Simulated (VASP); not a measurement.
Given:

```
Al2O
1.0
    0.00000     2.49000     2.49000
    2.49000     0.00000     2.49000
    2.49000     2.49000     0.00000
O Al
1 2
Cartesian
  0.00000   0.00000   0.00000
  1.24500   1.24500   1.24500
  3.73500   3.73500   3.73500
```

Method: LDA (Ceperley-Alder, Perdew-Zunger), VASP's LDA PAW potentials (set 64) (plane waves; VASP 6.6.1). Settings: 400 eV cut-off, 11×11×11 Γ-centred mesh, Fermi-Dirac smearing of 0.10 eV, potentials O Al.

At this cut-off the stress carries a Pulay error, which pulls relaxed volumes low.

What does the run give for the energy per atom (σ→0), pressure, band gap (on the k-mesh) with the smallest direct gap where there is one?

The band gap (on the k-mesh) is none (metal, semimetal or under 0.01 eV) and the energy per atom (σ→0) comes out as -4.164 eV/atom. The pressure is 48.06 GPa.

The absolute energy has meaning only against runs of the same code, potentials and settings.

The structure comes from a measured Al2O entry (Fm-3m) of the Crystallography Open Database, whose conditions weren't checked. The cell was not relaxed at this level.
